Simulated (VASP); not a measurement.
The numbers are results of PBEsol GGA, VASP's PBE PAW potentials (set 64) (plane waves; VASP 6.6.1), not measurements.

Input for VASP

**KPOINTS**
```
Automatic
0
gamma
10 10 5
```

File POSCAR:
```
BN
1
    1.2317138776    -2.1333921058     0.0000000000
    1.2317138776     2.1333921058    -0.0000000000
   -0.0000000000     0.0000000000     5.0105295653
B N
2 2
Direct
  0.3333330000   0.6666670000   0.2500000000
  0.6666670000   0.3333330000   0.7500000000
  0.6666670000   0.3333330000   0.2500000000
  0.3333330000   0.6666670000   0.7500000000
```

### INCAR
```
NELM  =  100   ! most electronic steps
NSW  =  40   ! most ionic steps
PSTRESS  =  300   ! kbar
ISMEAR  =  0
LWAVE  =  .False.
GGA  =  PS   ! PBEsol
LCHARG  =  .False.
EDIFFG  =  -0.02   ! ionic stop
PREC  =  Accurate
SYSTEM  =  BN
ISIF  =  3
IBRION  =  2
LASPH  =  .True.   ! aspherical one-centre terms
ENCUT  =  620
EDIFF  =  1E-6   ! SCF stop (eV)
SIGMA  =  0.05   ! width (eV)
LREAL  =  .False.
ALGO  =  Normal
```

POTCAR, in this order: B N (PBE.64 set). Program: vasp_std.

Output

File OSZICAR:
```
       N       E                     dE             d eps       ncg     rms          rms(c)
DAV:   1     0.675697687770E+02    0.67570E+02   -0.96145E+03  1008   0.148E+03
DAV:   2    -0.355742522927E+02   -0.10314E+03   -0.95488E+02  1436   0.326E+02
DAV:   3    -0.392152768892E+02   -0.36410E+01   -0.36172E+01  1288   0.629E+01
DAV:   4    -0.392408725148E+02   -0.25596E-01   -0.25583E-01  1204   0.539E+00
DAV:   5    -0.392411265577E+02   -0.25404E-03   -0.25394E-03  1260   0.518E-01    0.114E+01
DAV:   6    -0.362942434650E+02    0.29469E+01   -0.68687E+00  1192   0.235E+01    0.528E+00
DAV:   7    -0.360012026746E+02    0.29304E+00   -0.54665E-01  1200   0.710E+00    0.309E+00
DAV:   8    -0.359371220399E+02    0.64081E-01   -0.15553E-01  1200   0.341E+00    0.317E-01
DAV:   9    -0.359350217755E+02    0.21003E-02   -0.75125E-03  1176   0.896E-01    0.170E-01
DAV:  10    -0.359351345989E+02   -0.11282E-03   -0.32053E-04  1216   0.187E-01    0.231E-02
DAV:  11    -0.359351407039E+02   -0.61050E-05   -0.44236E-05  1240   0.617E-02    0.157E-02
DAV:  12    -0.359351409580E+02   -0.25410E-06   -0.72799E-06  1236   0.254E-02
   1 F= -.31004484E+02 E0= -.31004484E+02  d E =-.310045E+02
```

OUTCAR:
```
------------------------ aborting loop because EDIFF is reached ----------------------------------------
  FORCE on cell =-STRESS in cart. coord.  units (eV):
  Direction    XX          YY          ZZ          XY          YZ          ZX
  --------------------------------------------------------------------------------------
  Total        4.9959920      4.9959971      4.9490298      0.0000000      0.0000000      0.0000000
  in kB      303.9752151    303.9755256    301.1178525      0.0000000      0.0000000      0.0000000
  external PRESSURE =       3.0228644 kB  Pullay stress =     300.0000000 kB
  volume of cell :       26.33
      direct lattice vectors                 reciprocal lattice vectors
     1.231713878 -2.133392106  0.000000000     0.405938432 -0.234368543  0.000000000
     1.231713878  2.133392106  0.000000000     0.405938432  0.234368543  0.000000000
     0.000000000  0.000000000  5.010529565     0.000000000  0.000000000  0.199579702
  FREE ENERGIE OF THE ION-ELECTRON SYSTEM (eV)
  ---------------------------------------------------
  free  energy   TOTEN  =       -35.9351409580 eV

  energy  without entropy=      -35.9351409580  energy(sigma->0) =      -35.93514096
  enthalpy is  TOTEN    =       -31.0044836920 eV   P V=        4.9306572660

 reached required accuracy - stopping structural energy minimisation
```
(Selected blocks of OUTCAR.)

OUTCAR:
```
 val. band max:        5.5151449619   @ k =   0.3000   0.1000   0.0000

 cond. band min:       9.4461060807   @ k =   0.5000  -0.0000   0.4000


 Fermi energy:         5.7971612626

 k-point     1 :       0.0000    0.0000    0.0000
  band No.  band energies     occupation
      1     -13.7609      2.00000
      2     -11.9146      2.00000
      3      -3.2723      2.00000
      4       3.5800      2.00000
      5       3.6935      2.00000
      6       3.6936      2.00000
      7       4.1062      2.00000
      8       4.1063      2.00000
      9      13.5638      0.00000
     10      16.5882      0.00000
     11      16.5883      0.00000
     12      17.4601      0.00000

 k-point     2 :       0.1000   -0.0000    0.0000
  band No.  band energies     occupation
      1     -13.5459      2.00000
      2     -11.7309      2.00000
      3      -2.9882      2.00000
      4       2.8448      2.00000
      5       3.2819      2.00000
      6       3.3234      2.00000
      7       3.7376      2.00000
      8       3.7920      2.00000
      9      13.9078      0.00000
     10      16.3391      0.00000
     11      17.3438      0.00000
     12      17.4583      0.00000

 k-point     3 :       0.2000   -0.0000    0.0000
  band No.  band energies     occupation
      1     -12.9134      2.00000
      2     -11.1989      2.00000
      3      -2.1487      2.00000
      4       0.8222      2.00000
      5       1.4510      2.00000
      6       2.3743      2.00000
      7       2.9008      2.00000
      8       4.3847      2.00000
      9      14.6212      0.00000
     10      14.9764      0.00000
     11      15.7519      0.00000
     12      17.3233      0.00000

 k-point     4 :       0.3000    0.0000    0.0000
  band No.  band energies     occupation
      1     -11.9139      2.00000
      2     -10.4006      2.00000
      3      -1.5158      2.00000
      4      -0.8041      2.00000
      5      -0.7592      2.00000
      6       1.4665      2.00000
...
```

Without a dispersion term in the relaxation, distances and binding between the weakly bound layers, chains or molecules are unreliable, and so is what depends on them.

The compound is BN in the hex structure. It was relaxed first under an external pressure of 30 GPa.
